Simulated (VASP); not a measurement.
A convergence study with VASP on GaAs (zinc blende): a few settings are varied, all else stays as given below, so the limit is that of these other settings.

```yaml
crystal:
  lattice:
    - [0.00000, 2.82500, 2.82500]
    - [2.82500, 0.00000, 2.82500]
    - [2.82500, 2.82500, 0.00000]
  atoms:
    - { symbol: Ga, position: [0.00000, 0.00000, 0.00000] }
    - { symbol: As, position: [0.25000, 0.25000, 0.25000] }
```

All values below come from PBEsol GGA, VASP's PBE PAW potentials (set 64) (plane waves; VASP). The last row used: 550 eV cut-off, 15×15×15 Γ-centred mesh, second-order Methfessel-Paxton smearing of 0.40 eV, potentials Ga_d As.

```
setting                                   E (eV/atom)  pressure (GPa)  irreducible k-points
----------------------------------------  -----------  --------------  --------------------
ISMEAR = -1, SIGMA = 0.01, 4×4×4 mesh         -4.4526            0.76                     8
ISMEAR = -1, SIGMA = 0.1, 4×4×4 mesh          -4.4522            0.89                     8
ISMEAR = 0, SIGMA = 0.01, 4×4×4 mesh          -4.4526            0.76                     8
ISMEAR = 0, SIGMA = 0.2, 4×4×4 mesh           -4.4524            0.83                     8
ISMEAR = 1, SIGMA = 0.05, 4×4×4 mesh          -4.4525            0.76                     8
ISMEAR = 1, SIGMA = 0.2, 4×4×4 mesh           -4.4525             [?]                     8
ISMEAR = 2, SIGMA = 0.05, 4×4×4 mesh          -4.4526            0.76                     8
ISMEAR = 2, SIGMA = 0.2, 4×4×4 mesh           -4.4524            0.75                     8
ISMEAR = -1, SIGMA = 0.01, 9×9×9 mesh         -4.5449            0.48                    35
ISMEAR = -1, SIGMA = 0.2, 9×9×9 mesh          -4.5438            0.54                    35
ISMEAR = 0, SIGMA = 0.01, 9×9×9 mesh          -4.5449            0.48                    35
ISMEAR = 0, SIGMA = 0.4, 9×9×9 mesh               [?]            0.51                    35
ISMEAR = 1, SIGMA = 0.05, 9×9×9 mesh          -4.5449            0.48                    35
ISMEAR = 1, SIGMA = 0.4, 9×9×9 mesh           -4.5448            0.47                    35
ISMEAR = 2, SIGMA = 0.05, 9×9×9 mesh          -4.5449            0.48                    35
ISMEAR = 2, SIGMA = 0.4, 9×9×9 mesh           -4.5447            0.47                    35
ISMEAR = -1, SIGMA = 0.05, 15×15×15 mesh      -4.5462            0.50                   120
ISMEAR = -1, SIGMA = 0.2, 15×15×15 mesh       -4.5452            0.53                   120
ISMEAR = 0, SIGMA = 0.1, 15×15×15 mesh        -4.5462            0.50                   120
ISMEAR = 0, SIGMA = 0.4, 15×15×15 mesh        -4.5461            0.51                   120
ISMEAR = 1, SIGMA = 0.1, 15×15×15 mesh        -4.5462            0.50                   120
ISMEAR = 1, SIGMA = 0.4, 15×15×15 mesh        -4.5462            0.49                   120
ISMEAR = 2, SIGMA = 0.1, 15×15×15 mesh        -4.5462            0.50                   120
ISMEAR = 2, SIGMA = 0.4, 15×15×15 mesh        -4.5461            0.50                   120
```

Problem. Fill in the missing entries.

Solution. 
- ISMEAR = 0, SIGMA = 0.4, 9×9×9 mesh, E (eV/atom): -4.5446
- ISMEAR = 1, SIGMA = 0.2, 4×4×4 mesh, pressure (GPa): 0.73

Left out are rungs that failed or repeat a setting and relaxations that didn't move; long series are thinned to 24 rows.

The compound is GaAs in the zinc blende structure. The cell was not relaxed at this level.
